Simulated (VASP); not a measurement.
Ti3S2:

```
Ti S
1.0
     2.71311    1.56642    3.23762
    -2.71311    1.56642    3.23762
     0.00000   -3.13283    3.23762
Ti S
3 2
Direct
  0.00000 0.33565 0.66434
  0.66434 0.00000 0.33565
  0.33565 0.66434 0.00000
  0.16784 0.16784 0.16784
  0.83216 0.83216 0.83216
```

The cell comes from a database or a generator and needn't be the stable form of this composition.

Base run:

* Program: VASP 6.6.1
* Functional: PBE
* Potentials or basis: VASP PAW PBE potentials, release 64 (Ti_sv, S)
* Cutoff: 520 eV
* k mesh: 6 × 6 × 6
* Occupations: fermi-dirac, width 0.05 eV
* Spin: no spin polarisation

Its results: band gap on the k mesh none (metal or under the smearing width); pressure 0.4 GPa; largest force 0.036 eV/Å.

Q: The run is repeated on the same cell with these changes: functional from PBE to PBEsol. What comes out?

A: Band gap on the k mesh none (metal or under the smearing width); pressure -4.3 GPa; largest force 0.036 eV/Å.

PBEsol binds more tightly than PBE, so the same cell stands under less pressure.

Caveats: the PAW data sets were made with another functional, which shifts forces and pressure a little (some runs).

Not every run made on this cell is shown here.
